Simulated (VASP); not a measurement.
Output of a VASP run:

**OUTCAR**
```
 ion  position               nearest neighbor table
   1  0.333  0.667  0.250-
   2  0.667  0.333  0.750-
  LATTYP: Found a hexagonal cell.
 ALAT       =     2.1816330000
 C/A-ratio  =     1.6235934275
 Subroutine PRICEL returns:
 Original cell was already a primitive cell.
 Subroutine GETGRP returns: Found 24 space group operations
The static configuration has the point symmetry D_3d.
 The point group associated with its full space group is D_6h.
The dynamic configuration has the point symmetry D_3d.
 Subroutine INISYM returns: Found 24 space group operations
 Subroutine IBZKPT returns following result:
 Found     76 irreducible k-points:

 Following reciprocal coordinates:
            Coordinates               Weight
  0.000000  0.000000  0.000000      1.000000
  0.083333  0.000000  0.000000      6.000000
  0.166667  0.000000  0.000000      6.000000
  0.250000  0.000000  0.000000      6.000000
  0.333333  0.000000  0.000000      6.000000
  0.416667  0.000000  0.000000      6.000000
  0.500000  0.000000  0.000000      3.000000
  0.083333  0.083333  0.000000      6.000000
  0.166667  0.083333  0.000000     12.000000
  0.250000  0.083333  0.000000     12.000000
  0.333333  0.083333  0.000000     12.000000
  0.416667  0.083333  0.000000     12.000000
  0.166667  0.166667  0.000000      6.000000
  0.250000  0.166667  0.000000     12.000000
  0.333333  0.166667  0.000000     12.000000
  0.416667  0.166667  0.000000      6.000000
  0.250000  0.250000  0.000000      6.000000
  0.333333  0.250000  0.000000     12.000000
  0.333333  0.333333  0.000000      2.000000
  0.000000  0.000000  0.142857      2.000000
  0.083333  0.000000  0.142857     12.000000
  0.166667  0.000000  0.142857     12.000000
  0.250000  0.000000  0.142857     12.000000
  0.333333  0.000000  0.142857     12.000000
  0.416667  0.000000  0.142857     12.000000
  0.500000  0.000000  0.142857      6.000000
  0.083333  0.083333  0.142857     12.000000
  0.166667  0.083333  0.142857     24.000000
  0.250000  0.083333  0.142857     24.000000
  0.333333  0.083333  0.142857     24.000000
  0.416667  0.083333  0.142857     24.000000
  0.166667  0.166667  0.142857     12.000000
  0.250000  0.166667  0.142857     24.000000
  0.333333  0.166667  0.142857     24.000000
  0.416667  0.166667  0.142857     12.000000
  0.250000  0.250000  0.142857     12.000000
  0.333333  0.250000  0.142857     24.000000
  0.333333  0.333333  0.142857      4.000000
  0.000000  0.000000  0.285714      2.000000
  0.083333  0.000000  0.285714     12.000000
   k-points           NKPTS =     76   k-points in BZ     NKDIM =     76   number of bands    NBANDS=      8
   number of dos      NEDOS =    301   number of ions     NIONS =      2
   total plane-waves  NPLWV =   7168
   dimension x,y,z NGX =    16 NGY =   16 NGZ =   28
   dimension x,y,z NGXF=    32 NGYF=   32 NGZF=   56
   ions per type =               2
   PREC   = accura    normal or accurate (medium, high low for compatibility)
   ISTART =      0    job   : 0-new  1-cont  2-samecut
   ICHARG =      2    charge: 1-file 2-atom 10-const
   ISPIN  =      1    spin polarized calculation?
   LNONCOLLINEAR =      F non collinear calculations
   LSORBIT =      F    spin-orbit coupling
   INIWAV =      1    electr: 0-lowe 1-rand  2-diag
   ENCUT  =  520.0 eV  38.22 Ry    6.18 a.u.   4.06  4.06  6.59*2*pi/ulx,y,z
   NELM   =    100;   NELMIN=  2; NELMDL= -5     # of ELM steps
   EDIFF  = 0.1E-05   stopping-criterion for ELM
   LREAL  =      F    real-space projection
   NLSPLINE    = F    spline interpolate recip. space projectors
   LMAXMIX     =    2 max onsite mixed and CHGCAR
   VOSKOWN=      0    Vosko Wilk Nusair interpolation
   EDIFFG = -.1E-01   stopping-criterion for IOM
   NSW    =     60    number of steps for IOM
...
```

### OSZICAR
```
...
DAV:   4    -0.129679890919E+02   -0.21279E-03   -0.14201E-04  1256   0.125E-01    0.725E-03
DAV:   5    -0.129679746648E+02    0.14427E-04   -0.16119E-05  1216   0.463E-02    0.313E-03
DAV:   6    -0.129679917542E+02   -0.17089E-04   -0.56530E-06  1216   0.330E-02    0.146E-03
DAV:   7    -0.129679920763E+02   -0.32215E-06   -0.47193E-07   608   0.741E-03
  21 F= -.12967992E+02 E0= -.12967321E+02  d E =-.654260E-02
       N       E                     dE             d eps       ncg     rms          rms(c)
DAV:   1    -0.129698134047E+02   -0.18217E-02   -0.19380E-02  1216   0.152E+00    0.859E-02
DAV:   2    -0.129699311068E+02   -0.11770E-03   -0.27152E-04  1272   0.200E-01    0.552E-02
DAV:   3    -0.129698820836E+02    0.49023E-04   -0.15985E-04  1216   0.147E-01    0.763E-03
DAV:   4    -0.129699861223E+02   -0.10404E-03   -0.81663E-05  1216   0.102E-01    0.302E-03
DAV:   5    -0.129699900678E+02   -0.39455E-05   -0.11233E-06   816   0.138E-02    0.193E-03
DAV:   6    -0.129699889280E+02    0.11398E-05   -0.15282E-06   616   0.142E-02    0.783E-04
DAV:   7    -0.129699904665E+02   -0.15385E-05   -0.20844E-07   608   0.631E-03    0.201E-04
DAV:   8    -0.129699904999E+02   -0.33479E-07   -0.13548E-08   608   0.175E-03
  22 F= -.12969990E+02 E0= -.12969498E+02  d E =-.199842E-02
       N       E                     dE             d eps       ncg     rms          rms(c)
DAV:   1    -0.129635216646E+02    0.64688E-02   -0.17095E-01  1216   0.447E+00    0.239E-01
DAV:   2    -0.129640447636E+02   -0.52310E-03   -0.24652E-03  1280   0.587E-01    0.151E-01
DAV:   3    -0.129633876695E+02    0.65709E-03   -0.14679E-03  1216   0.449E-01    0.221E-02
DAV:   4    -0.129643846016E+02   -0.99693E-03   -0.64360E-04  1216   0.271E-01    0.612E-03
DAV:   5    -0.129643981741E+02   -0.13573E-04   -0.73556E-06  1216   0.308E-02    0.401E-03
DAV:   6    -0.129643919918E+02    0.61824E-05   -0.45468E-06  1216   0.286E-02    0.228E-03
DAV:   7    -0.129643977834E+02   -0.57916E-05   -0.10442E-06   632   0.152E-02    0.862E-04
DAV:   8    -0.129643981947E+02   -0.41131E-06   -0.99590E-08   608   0.476E-03
  23 F= -.12964398E+02 E0= -.12964077E+02  d E =0.359388E-02
       N       E                     dE             d eps       ncg     rms          rms(c)
DAV:   1    -0.129700348931E+02   -0.56371E-02   -0.93373E-02  1216   0.334E+00    0.175E-01
DAV:   2    -0.129702793263E+02   -0.24443E-03   -0.13002E-03  1272   0.428E-01    0.109E-01
DAV:   3    -0.129699800144E+02    0.29931E-03   -0.74567E-04  1216   0.320E-01    0.168E-02
DAV:   4    -0.129704624257E+02   -0.48241E-03   -0.33803E-04  1216   0.195E-01    0.410E-03
DAV:   5    -0.129704677552E+02   -0.53295E-05   -0.46380E-06  1216   0.237E-02    0.262E-03
DAV:   6    -0.129704680225E+02   -0.26730E-06   -0.27316E-06  1216   0.219E-02
  24 F= -.12970468E+02 E0= -.12970007E+02  d E =-.247595E-02
       N       E                     dE             d eps       ncg     rms          rms(c)
DAV:   1    -0.129705077269E+02   -0.39972E-04   -0.58836E-04  1216   0.265E-01    0.153E-02
DAV:   2    -0.129705091789E+02   -0.14520E-05   -0.96364E-06  1288   0.365E-02    0.952E-03
DAV:   3    -0.129705067467E+02    0.24322E-05   -0.62192E-06  1216   0.296E-02    0.149E-03
DAV:   4    -0.129705107779E+02   -0.40312E-05   -0.27540E-06  1216   0.178E-02    0.342E-04
DAV:   5    -0.129705107870E+02   -0.91500E-08   -0.19601E-08   608   0.158E-03
  25 F= -.12970511E+02 E0= -.12970044E+02  d E =-.251871E-02
```

### OUTCAR
```
------------------------ aborting loop because EDIFF is reached ----------------------------------------
  FORCE on cell =-STRESS in cart. coord.  units (eV):
  Direction    XX          YY          ZZ          XY          YZ          ZX
  --------------------------------------------------------------------------------------
  Total       -0.0009181     -0.0009181      0.0007740     -0.0000000      0.0000000      0.0000000
  in kB       -0.1210934     -0.1210933      0.1020799     -0.0000000      0.0000000      0.0000000
  external PRESSURE =      -0.0467023 kB  Pullay stress =       0.0000000 kB
  volume of cell :       12.15
      direct lattice vectors                 reciprocal lattice vectors
     2.471337725  0.000000053  0.000000000     0.404639146  0.233618493  0.000000000
    -1.235668250  2.140240436 -0.000000000    -0.000000010  0.467237218  0.000000000
    -0.000000000 -0.000000000  2.296694577    -0.000000000  0.000000000  0.435408352
 POSITION                                       TOTAL-FORCE (eV/Angst)
 -----------------------------------------------------------------------------------
     -0.00000      1.42683      0.57417         0.000000     -0.000000      0.000000
      1.23567      0.71341      1.72252        -0.000000      0.000000     -0.000000
 -----------------------------------------------------------------------------------
    total drift:                               -0.000055      0.000053     -0.000001
  FREE ENERGIE OF THE ION-ELECTRON SYSTEM (eV)
  ---------------------------------------------------
  free  energy   TOTEN  =       -12.9705107870 eV

  energy  without entropy=      -12.9695772739  energy(sigma->0) =      -12.97004403

 reached required accuracy - stopping structural energy minimisation
```
(Selected blocks of OUTCAR.)

File POSCAR:
```
C
1
    2.1816330000     0.0000000000     0.0000000000
   -1.0908160000     1.8893490000     0.0000000000
    0.0000000000     0.0000000000     3.5420850000
C
2
Direct
  0.3333330000   0.6666670000   0.2500000000
  0.6666670000   0.3333330000   0.7500000000
```

**Question.** Reconstruct the remaining input files.

**Answer.** One answer among several that fit: the input of the run itself, r2SCAN meta-GGA, plane waves, VASP's PBE PAW potentials (set 64).

**KPOINTS**
```
K-points
0
G
  12 12 7
0 0 0
```

**INCAR**
```
SYSTEM = C
PREC = Accurate
ENCUT = 520
EDIFF = 1E-6
NELM = 100
ALGO = Normal
LREAL = .FALSE.
LASPH = .TRUE.
ISMEAR = 0
SIGMA = 0.05
METAGGA = R2SCAN
LMIXTAU = .TRUE.
LWAVE = .FALSE.
LCHARG = .FALSE.
IBRION = 2
ISIF = 3
NSW = 60
EDIFFG = -0.01
```

POTCAR, in this order: C (PBE.64 set). Program: vasp_std.

Energy and stress use the plane-wave basis of the starting cell.

The structure was generated: C was put into the hcp type (P6_3/mmc), which need not be its known phase. This run relaxes it. Symmetry was kept, so distortions that lower it aren't found. The k-mesh is coarse (spacing up to 0.39 per Å, 2π included), so the numbers may not be converged in it.
